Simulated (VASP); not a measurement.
Output of a VASP run:

OUTCAR:
```
 ion  position               nearest neighbor table
   1  0.000  0.000  0.000-  39 2.09  46 2.09  49 2.09  57 2.09  25 2.09  63 2.09   3 3.24   5 3.24
 Subroutine IBZKPT returns following result:
 Found      1 irreducible k-points:

 Following reciprocal coordinates:
            Coordinates               Weight
  0.000000  0.000000  0.000000      1.000000
   k-points           NKPTS =      1   k-points in BZ     NKDIM =      1   number of bands    NBANDS=    227
   number of dos      NEDOS =    301   number of ions     NIONS =     71
   total plane-waves  NPLWV = 110592
   dimension x,y,z NGX =    48 NGY =   48 NGZ =   48
   dimension x,y,z NGXF=    96 NGYF=   96 NGZF=   96
   ions per type =              24  47
   PREC   = normal    normal or accurate (medium, high low for compatibility)
   ISTART =      0    job   : 0-new  1-cont  2-samecut
   ICHARG =      2    charge: 1-file 2-atom 10-const
   ISPIN  =      2    spin polarized calculation?
   LNONCOLLINEAR =      F non collinear calculations
   LSORBIT =      F    spin-orbit coupling
   INIWAV =      1    electr: 0-lowe 1-rand  2-diag
   ENCUT  =  400.0 eV  29.40 Ry    5.42 a.u.  15.74 15.74 15.84*2*pi/ulx,y,z
   NELM   =    100;   NELMIN=  4; NELMDL= -5     # of ELM steps
   EDIFF  = 0.1E-04   stopping-criterion for ELM
   LREAL  =      T    real-space projection
   NLSPLINE    = F    spline interpolate recip. space projectors
   LMAXMIX     =    4 max onsite mixed and CHGCAR
   VOSKOWN=      0    Vosko Wilk Nusair interpolation
   EDIFFG = -.3E-01   stopping-criterion for IOM
   NSW    =     60    number of steps for IOM
   NBLOCK =      1;   KBLOCK =     60    inner block; outer block
   IBRION =      2    ionic relax: 0-MD 1-quasi-New 2-CG
   NFREE  =      1    steps in history (QN), initial steepest desc. (CG)
   ISIF   =      2    stress and relaxation
   ISYM   =      0    0-nonsym 1-usesym 2-fastsym
   TEIN   =    0.0    initial temperature
   TEBEG  =    0.0;   TEEND  =   0.0 temperature during run
   SMASS  =  -3.00    Nose mass-parameter (am)
   PSTRESS=    0.0 pullay stress
   NELECT =     378.0000    total number of electrons
   EFERMI =   0.00;   METHOD = LEGACY
   ISMEAR =     0;   SIGMA  =   0.05  broadening in eV -4-tet -1-fermi 0-gaus
   IALGO  =     68    algorithm
   LDIAG  =      T    sub-space diagonalisation (order eigenvalues)
   IMIX   =      4    mixing-type and parameters
     AMIX     =   0.40;   BMIX     =  1.00
     AMIX_MAG =   1.60;   BMIX_MAG =  1.00
     AMIN     =   0.10
   GGA     = PE    functional components
   VOSKOWN =     0    Vosko Wilk Nusair interpolation
   LHFCALC =     F    Hartree Fock is set to
   LHFONE  =     F    Hartree Fock one center treatment
   AEXX    =    0.0000 exact exchange contribution
   IVDW    =     0    specifies the selected vdW correction
   LEPSILON=     F    determine dielectric tensor
   LRPA    =     F    only Hartree local field effects (RPA)
  energy-cutoff  :      400.00
  volume of cell :      904.59
      direct lattice vectors                 reciprocal lattice vectors
     9.649823631  0.000000000  0.000000000     0.103628837  0.000000000  0.000000000
     0.000000000  9.649823631  0.000000000     0.000000000  0.103628837  0.000000000
     0.000000000  0.000000000  9.714305805     0.000000000  0.000000000  0.102940964
 k-point     1 :   0.0000 0.0000 0.0000  plane waves:    8204
 maximum number of plane-waves:      8204
```

OSZICAR:
```
...
RMM:   2    -0.441564900834E+03   -0.33196E-02   -0.36919E-02   908   0.441E-01    0.921E-02
RMM:   3    -0.441565050512E+03   -0.14968E-03   -0.28940E-03   919   0.128E-01    0.593E-02
RMM:   4    -0.441565018604E+03    0.31908E-04   -0.84987E-04   919   0.580E-02    0.155E-02
RMM:   5    -0.441565043472E+03   -0.24868E-04   -0.22423E-04  1010   0.233E-02    0.953E-03
RMM:   6    -0.441565045144E+03   -0.16722E-05   -0.15990E-05   535   0.861E-03
  18 F= -.44156505E+03 E0= -.44156505E+03  d E =-.203041E-02  mag=     2.0000
       N       E                     dE             d eps       ncg     rms          rms(c)
DAV:   1    -0.441564941690E+03    0.10178E-03   -0.10608E-01   992   0.804E-01    0.540E-02
RMM:   2    -0.441565125515E+03   -0.18382E-03   -0.20415E-03   908   0.104E-01    0.217E-02
RMM:   3    -0.441565134320E+03   -0.88054E-05   -0.16441E-04   916   0.301E-02    0.141E-02
RMM:   4    -0.441565132783E+03    0.15372E-05   -0.48203E-05   717   0.137E-02
  19 F= -.44156513E+03 E0= -.44156513E+03  d E =-.211805E-02  mag=     2.0000
       N       E                     dE             d eps       ncg     rms          rms(c)
DAV:   1    -0.441562755441E+03    0.23789E-02   -0.20644E+00   948   0.354E+00    0.235E-01
RMM:   2    -0.441566347332E+03   -0.35919E-02   -0.39705E-02   908   0.455E-01    0.946E-02
RMM:   3    -0.441566530427E+03   -0.18309E-03   -0.32074E-03   925   0.132E-01    0.612E-02
RMM:   4    -0.441566506121E+03    0.24306E-04   -0.92987E-04   927   0.600E-02    0.160E-02
RMM:   5    -0.441566530531E+03   -0.24410E-04   -0.23191E-04  1020   0.237E-02    0.979E-03
RMM:   6    -0.441566532408E+03   -0.18772E-05   -0.16629E-05   533   0.887E-03
  20 F= -.44156653E+03 E0= -.44156653E+03  d E =-.139963E-02  mag=     2.0000
       N       E                     dE             d eps       ncg     rms          rms(c)
DAV:   1    -0.441566533080E+03   -0.25493E-05   -0.22565E-05   752   0.115E-02    0.265E-03
RMM:   2    -0.441566533361E+03   -0.28099E-06   -0.22627E-06   516   0.370E-03    0.149E-03
RMM:   3    -0.441566533427E+03   -0.66189E-07   -0.24445E-07   226   0.152E-03    0.920E-04
RMM:   4    -0.441566533456E+03   -0.28696E-07   -0.33387E-08   129   0.133E-03
  21 F= -.44156653E+03 E0= -.44156653E+03  d E =-.140067E-02  mag=     2.0000
       N       E                     dE             d eps       ncg     rms          rms(c)
DAV:   1    -0.441565572511E+03    0.96092E-03   -0.89984E-01   936   0.235E+00    0.160E-01
RMM:   2    -0.441567151563E+03   -0.15791E-02   -0.17925E-02   908   0.306E-01    0.636E-02
RMM:   3    -0.441567201327E+03   -0.49764E-04   -0.13965E-03   921   0.892E-02    0.411E-02
RMM:   4    -0.441567177601E+03    0.23727E-04   -0.46388E-04   923   0.418E-02    0.108E-02
RMM:   5    -0.441567189046E+03   -0.11446E-04   -0.11281E-04   835   0.166E-02    0.678E-03
RMM:   6    -0.441567189877E+03   -0.83111E-06   -0.95454E-06   530   0.625E-03
  22 F= -.44156719E+03 E0= -.44156719E+03  d E =-.656421E-03  mag=     2.0000
       N       E                     dE             d eps       ncg     rms          rms(c)
DAV:   1    -0.441567176135E+03    0.12911E-04   -0.13073E-02   952   0.283E-01    0.195E-02
RMM:   2    -0.441567199052E+03   -0.22917E-04   -0.25771E-04   908   0.369E-02    0.763E-03
RMM:   3    -0.441567199805E+03   -0.75358E-06   -0.19278E-05   553   0.107E-02    0.491E-03
RMM:   4    -0.441567199449E+03    0.35594E-06   -0.49557E-06   518   0.468E-03
  23 F= -.44156720E+03 E0= -.44156720E+03  d E =-.665993E-03  mag=     2.0000
```

**OUTCAR**
```
------------------------ aborting loop because EDIFF is reached ----------------------------------------
  FORCE on cell =-STRESS in cart. coord.  units (eV):
  Direction    XX          YY          ZZ          XY          YZ          ZX
  --------------------------------------------------------------------------------------
  Total      -19.8531736    -19.8532462    -13.1182196     -1.6532830     -0.0027669     -0.0007194
  in kB      -35.1633302    -35.1634589    -23.2345869     -2.9282440     -0.0049006     -0.0012741
  external PRESSURE =     -31.1871253 kB  Pullay stress =       0.0000000 kB
  volume of cell :      904.59
      direct lattice vectors                 reciprocal lattice vectors
     9.649823631  0.000000000  0.000000000     0.103628837  0.000000000  0.000000000
     0.000000000  9.649823631  0.000000000     0.000000000  0.103628837  0.000000000
     0.000000000  0.000000000  9.714305805     0.000000000  0.000000000  0.102940964
 POSITION                                       TOTAL-FORCE (eV/Angst)
 -----------------------------------------------------------------------------------
      0.01958      9.62640      9.71196        -0.013842      0.005018      0.004287
      2.40717      2.41065      1.61512        -0.006460      0.004411      0.006416
      9.61637      0.03066      3.21947        -0.020987      0.011640     -0.002055
      2.39942      2.39721      4.85595         0.002860      0.002893     -0.008663
      9.61643      0.03065      6.49024        -0.021403      0.009095     -0.006854
      2.40567      2.41084      8.09693         0.000444     -0.002066     -0.004922
      9.64482      4.82786      9.71311         0.006471      0.002725      0.006542
      2.41710      7.23043      1.61801        -0.011224     -0.002388      0.012785
      9.64581      4.81304      3.24081         0.009324     -0.010300     -0.008073
      2.30243      7.34433      4.85630        -0.003167     -0.007565     -0.005620
      9.64534      4.81304      6.47021         0.003333     -0.011626      0.007554
      2.41600      7.22948      8.09473        -0.002444      0.011201     -0.007533
      4.81823      0.00161      9.71278         0.009892      0.008881     -0.000007
      7.23850      2.40798      1.61204         0.005902      0.002216      0.008830
      4.83435      0.00002      3.24076         0.010247     -0.002213     -0.002128
      7.23690      2.40941      4.85557         0.004986     -0.010537     -0.001205
      4.83275      0.00144      6.47025         0.017866     -0.004403      0.009251
      7.23871      2.40826      8.09945        -0.000212     -0.007154     -0.006034
      4.82943      4.81758      9.71358         0.005543     -0.010836     -0.001979
      7.23544      7.23979      1.61397         0.015861      0.004497      0.007763
      4.84548      4.80136      3.20213         0.013081     -0.012792     -0.001310
      7.24925      7.24709      4.85509         0.004098      0.003425      0.001629
      4.84604      4.80120      6.51053         0.010840     -0.017334     -0.010250
      7.23564      7.24008      8.09621         0.005650      0.009441     -0.003482
      1.47630      1.46963      9.71308         0.000298     -0.000896      0.000799
      3.86963      0.91692      1.63209         0.003214     -0.004584     -0.006383
      0.93829      3.89482      1.62113        -0.005614      0.002896     -0.011308
      3.35669      3.33719      9.71305         0.013758      0.002307     -0.003798
      1.47264      1.47901      3.23241         0.003319      0.008581     -0.001507
      3.86817      0.91500      4.85519        -0.009174     -0.015201      0.000962
      0.92723      3.87569      4.85499         0.007336      0.000870      0.008587
      3.34584      3.35641      3.25179         0.000299     -0.000846      0.001917
      1.47180      1.48015      6.47847         0.002123      0.001379      0.005453
      3.86901      0.91804      8.07948         0.004406     -0.005918      0.005485
      0.93649      3.89429      8.09097         0.002828      0.003642      0.004297
      3.34309      3.35925      6.46028         0.005804     -0.005073     -0.001425
      1.47977      6.29981      9.71385        -0.007190     -0.005250     -0.006334
      3.89053      5.75301      1.61134         0.006133      0.002871      0.002257
      0.94311      8.70218      1.64383        -0.005454      0.007254     -0.007118
      3.34568      8.16837      9.71339         0.000955     -0.006720     -0.003478
      1.53712      6.25775      3.27238        -0.004165      0.005079      0.000017
      0.88421      8.76141      4.85472         0.012851     -0.010371      0.002924
      3.38926      8.10874      3.27270         0.001008      0.008046     -0.005628
      1.53456      6.25949      6.44043         0.001957     -0.002882     -0.003779
      3.89422      5.75692      8.10036        -0.004254     -0.008149      0.000608
      0.94335      8.70279      8.06679        -0.005236      0.004508      0.004912
      3.38663      8.11121      6.43962         0.001753     -0.001480      0.006520
      6.28890      1.48069      9.71244        -0.017588      0.011935      0.003019
      8.71057      0.93496      1.60044        -0.003508      0.005292     -0.014969
      5.76267      3.88447      1.61446        -0.011158      0.007627     -0.006687
      8.16547      3.35713      9.71340        -0.006300      0.019432     -0.006537
      6.29248      1.49094      3.24140        -0.004457      0.002291     -0.015140
      8.70098      0.94461      4.85475        -0.002965      0.004882      0.003044
      5.73456      3.91413      4.85595        -0.007672      0.002193      0.001708
      8.15404      3.35432      3.24099         0.007149      0.004669     -0.008071
      6.29182      1.49205      6.46996        -0.003784      0.000191      0.013132
...
```
(Selected blocks of OUTCAR.)

**POSCAR**
```
Sn24O47
1
    9.6498236311     0.0000000000     0.0000000000
    0.0000000000     9.6498236311     0.0000000000
    0.0000000000     0.0000000000     9.7143058054
Sn O
24 47
Direct
  0.0000000000   0.0000000000   0.0000000000
  0.2500000000   0.2500000000   0.1666670000
  0.0000000000   0.0000000000   0.3333330000
  0.2500000000   0.2500000000   0.5000000000
  0.0000000000   0.0000000000   0.6666670000
  0.2500000000   0.2500000000   0.8333330000
  0.0000000000   0.5000000000   0.0000000000
  0.2500000000   0.7500000000   0.1666670000
  0.0000000000   0.5000000000   0.3333330000
  0.2485020000   0.7459170000   0.4987700000
  0.0000000000   0.5000000000   0.6666670000
  0.2500000000   0.7500000000   0.8333330000
  0.5000000000   0.0000000000   0.0000000000
  0.7500000000   0.2500000000   0.1666670000
  0.5000000000   0.0000000000   0.3333330000
  0.7500000000   0.2500000000   0.5000000000
  0.5000000000   0.0000000000   0.6666670000
  0.7500000000   0.2500000000   0.8333330000
  0.5000000000   0.5000000000   0.0000000000
  0.7500000000   0.7500000000   0.1666670000
  0.4988170000   0.4959900000   0.3305980000
  0.7500000000   0.7500000000   0.5000000000
  0.4962070000   0.5012200000   0.6669490000
  0.7500000000   0.7500000000   0.8333330000
  0.1535000000   0.1535000000   0.0000000000
  0.4035000000   0.0965000000   0.1666670000
  0.0965000000   0.4035000000   0.1666670000
  0.3465000000   0.3465000000   0.0000000000
  0.1535000000   0.1535000000   0.3333330000
  0.4035000000   0.0965000000   0.5000000000
  0.0965000000   0.4035000000   0.5000000000
  0.3420490000   0.3487850000   0.3335660000
  0.1535000000   0.1535000000   0.6666670000
  0.4035000000   0.0965000000   0.8333330000
  0.0965000000   0.4035000000   0.8333330000
  0.3467850000   0.3425620000   0.6627510000
  0.1535000000   0.6535000000   0.0000000000
  0.3987060000   0.5968450000   0.1686970000
  0.0965000000   0.9035000000   0.1666670000
  0.3465000000   0.8465000000   0.0000000000
  0.1575680000   0.6572160000   0.3294730000
  0.0965000000   0.9035000000   0.5000000000
  0.3443300000   0.8501430000   0.3288490000
  0.1564160000   0.6552450000   0.6673410000
  0.3999640000   0.5920700000   0.8293730000
  0.0965000000   0.9035000000   0.8333330000
  0.3449660000   0.8423500000   0.6717010000
  0.6535000000   0.1535000000   0.0000000000
  0.9035000000   0.0965000000   0.1666670000
  0.5965000000   0.4035000000   0.1666670000
  0.8465000000   0.3465000000   0.0000000000
  0.6535000000   0.1535000000   0.3333330000
  0.9035000000   0.0965000000   0.5000000000
  0.5976680000   0.3986780000   0.4959120000
  0.8465000000   0.3465000000   0.3333330000
  0.6535000000   0.1535000000   0.6666670000
  0.9035000000   0.0965000000   0.8333330000
  0.5965000000   0.4035000000   0.8333330000
  0.8465000000   0.3465000000   0.6666670000
  0.6535000000   0.6535000000   0.0000000000
  0.9035000000   0.5965000000   0.1666670000
  0.5965000000   0.9035000000   0.1666670000
  0.8465000000   0.8465000000   0.0000000000
  0.6567250000   0.6507760000   0.3345890000
  0.9035000000   0.5965000000   0.5000000000
  0.5965000000   0.9035000000   0.5000000000
  0.8465000000   0.8465000000   0.3333330000
  0.6512010000   0.6567070000   0.6704360000
  0.9035000000   0.5965000000   0.8333330000
  0.5965000000   0.9035000000   0.8333330000
  0.8465000000   0.8465000000   0.6666670000
```

Q: Write an INCAR and KPOINTS that could have produced this output.

A: This is not unique; one that fits is the input of the run itself, PBE GGA, plane waves, VASP's PBE PAW potentials (set 64).

File KPOINTS:
```
kpoints
0
gamma
  1 1 1
0 0 0
```

**INCAR**
```
# general
SYSTEM   =  Sn24O47
PREC     =  Normal
ENCUT    =  400
LREAL    =  Auto
LASPH    =  .True.
ISYM     =  0

# electronic loop
EDIFF    =  1E-5
NELM     =  100
NELMIN   =  4
ALGO     =  Fast
LMAXMIX  =  4

# smearing
ISMEAR   =  0
SIGMA    =  0.05

# functional
GGA      =  PE

# spin
ISPIN    =  2
MAGMOM   =  71*0.0282
NUPDOWN  =  2

# ions
IBRION   =  2
NSW      =  60
ISIF     =  2
EDIFFG   =  -0.03

# output
LWAVE    =  .False.
LCHARG   =  .False.
LORBIT   =  10
```

POTCAR, in this order: Sn O (PBE.64 set). Program: vasp_gam.

At this cut-off the stress carries a Pulay error, which pulls relaxed volumes low. The supercell is sampled at Γ alone, which is coarse: total energies, pressure and levels can be off, energies of defects by several tenths of an eV.

The cell is a supercell with a defect, built from SnO2 (rutile): vac_O.
